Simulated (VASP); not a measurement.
Method: RPBE GGA, VASP's PBE PAW potentials (set 64) (plane waves; VASP).

Input for VASP

### POSCAR
```
CdSe
1
    0.0000000000     3.1476678182     3.1476678182
    3.1476678182     0.0000000000     3.1476678182
    3.1476678182     3.1476678182    -0.0000000000
Cd Se
1 1
Direct
  1.0000000000   0.0000000000   1.0000000000
  0.2500000000   0.2500000000   0.2500000000
```

INCAR:
```
! general
SYSTEM  = CdSe
PREC    = Accurate
ENCUT   = 520   ! plane-wave cut-off (eV)
LREAL   = .FALSE.   ! projection in real space or not
LASPH   = .TRUE.   ! aspherical one-centre terms

! electronic loop
EDIFF   = 1E-7   ! SCF stop (eV)
NELM    = 100   ! most electronic steps
ALGO    = Normal   ! blocked Davidson
LMAXMIX = 4

! smearing
ISMEAR  = -5   ! tetrahedra, Bloechl

! functional
GGA     = RP   ! RPBE

! ions
ISIF    = 2

! output
LWAVE   = .FALSE.
LCHARG  = .TRUE.
LORBIT  = 11   ! lm-projected
NEDOS   = 601   ! DOS grid
```

**KPOINTS**
```
K-points
0
G
 8 8 8
```

POTCAR, in this order: Cd Se (PBE.64 set). Program: vasp_std.

The run wrote:

OSZICAR:
```
       N       E                     dE             d eps       ncg     rms          rms(c)
DAV:   1     0.108415015184E+03    0.10842E+03   -0.87248E+03   754   0.122E+03
DAV:   2    -0.222823150123E+00   -0.10864E+03   -0.10429E+03   864   0.287E+02
DAV:   3    -0.523224303244E+01   -0.50094E+01   -0.49931E+01   889   0.633E+01
DAV:   4    -0.526180174039E+01   -0.29559E-01   -0.29554E-01   839   0.481E+00
DAV:   5    -0.526198831307E+01   -0.18657E-03   -0.18657E-03   869   0.355E-01    0.549E+00
DAV:   6    -0.489009858455E+01    0.37189E+00   -0.68753E-01   878   0.963E+00    0.435E+00
DAV:   7    -0.487418077696E+01    0.15918E-01   -0.17379E-01   834   0.305E+00    0.191E+00
DAV:   8    -0.487832505487E+01   -0.41443E-02   -0.14434E-02   774   0.169E+00    0.257E-01
DAV:   9    -0.487926628126E+01   -0.94123E-03   -0.24856E-03   869   0.631E-01    0.554E-02
DAV:  10    -0.487954040192E+01   -0.27412E-03   -0.36306E-04   784   0.235E-01    0.573E-02
DAV:  11    -0.487970090002E+01   -0.16050E-03   -0.34431E-04   784   0.123E-01    0.193E-02
DAV:  12    -0.487969895686E+01    0.19432E-05   -0.85446E-06   887   0.362E-02    0.609E-03
DAV:  13    -0.487970396761E+01   -0.50107E-05   -0.14712E-05   764   0.231E-02    0.513E-03
DAV:  14    -0.487970395669E+01    0.10916E-07   -0.15019E-07   817   0.256E-03
   1 F= -.48797040E+01 E0= -.48797040E+01  d E =0.000000E+00
```

### OUTCAR
```
------------------------ aborting loop because EDIFF is reached ----------------------------------------
  FORCE on cell =-STRESS in cart. coord.  units (eV):
  Direction    XX          YY          ZZ          XY          YZ          ZX
  --------------------------------------------------------------------------------------
  Total       -0.0023356     -0.0023356     -0.0023356      0.0000000      0.0000000      0.0000000
  in kB       -0.0599939     -0.0599939     -0.0599939      0.0000000      0.0000000      0.0000000
  external PRESSURE =      -0.0599939 kB  Pullay stress =       0.0000000 kB
  volume of cell :       62.37
      direct lattice vectors                 reciprocal lattice vectors
     0.000000000  3.147667818  3.147667818    -0.158847766  0.158847766  0.158847766
     3.147667818  0.000000000  3.147667818     0.158847766 -0.158847766  0.158847766
     3.147667818  3.147667818  0.000000000     0.158847766  0.158847766 -0.158847766
  FREE ENERGIE OF THE ION-ELECTRON SYSTEM (eV)
  ---------------------------------------------------
  free  energy   TOTEN  =        -4.8797039567 eV

  energy  without entropy=       -4.8797039567  energy(sigma->0) =       -4.87970396

 total charge

# of ion       s       p       d       tot
------------------------------------------
    1        0.426   0.259   9.561  10.245
    2        1.444   2.365   0.016   3.825
--------------------------------------------------
tot          1.870   2.624   9.576  14.070
```
(Selected blocks of OUTCAR.)

**OUTCAR**
```
 val. band max:        0.3042540526   @ k =   0.0000   0.0000   0.0000

 cond. band min:       0.8706008122   @ k =   0.0000   0.0000   0.0000


 Fermi energy:         0.3189444790

 k-point     1 :       0.0000    0.0000    0.0000
  band No.  band energies     occupation
      1     -11.7150      2.00000
      2      -7.3505      2.00000
      3      -7.3505      2.00000
      4      -7.3505      2.00000
      5      -7.0796      2.00000
      6      -7.0796      2.00000
      7       0.3043      2.00000
      8       0.3043      2.00000
      9       0.3043      2.00000
     10       0.8706      0.00000
     11       6.2986      0.00000
     12       6.2986      0.00000
     13       6.2986      0.00000

 k-point     2 :       0.1250    0.0000    0.0000
  band No.  band energies     occupation
      1     -11.6740      2.00000
      2      -7.3379      2.00000
      3      -7.3379      2.00000
      4      -7.3077      2.00000
      5      -7.0800      2.00000
      6      -7.0800      2.00000
      7      -0.7833      2.00000
      8       0.2040      2.00000
      9       0.2040      2.00000
     10       1.8103      0.00000
     11       6.0936      0.00000
     12       6.4742      0.00000
     13       6.4742      0.00000

 k-point     3 :       0.2500    0.0000    0.0000
  band No.  band energies     occupation
      1     -11.5742      2.00000
      2      -7.3104      2.00000
      3      -7.3104      2.00000
      4      -7.1723      2.00000
      5      -7.0775      2.00000
      6      -7.0775      2.00000
      7      -2.0541      2.00000
      8      -0.0196      2.00000
      9      -0.0196      2.00000
     10       2.5206      0.00000
     11       6.2526      0.00000
     12       6.7624      0.00000
     13       6.7624      0.00000

 k-point     4 :       0.3750    0.0000    0.0000
  band No.  band energies     occupation
      1     -11.4737      2.00000
      2      -7.2884      2.00000
      3      -7.2884      2.00000
...
```

The compound is CdSe in the zinc blende structure, whereas wurtzite is the usual form. It was relaxed first, which changed the volume by +13 %.
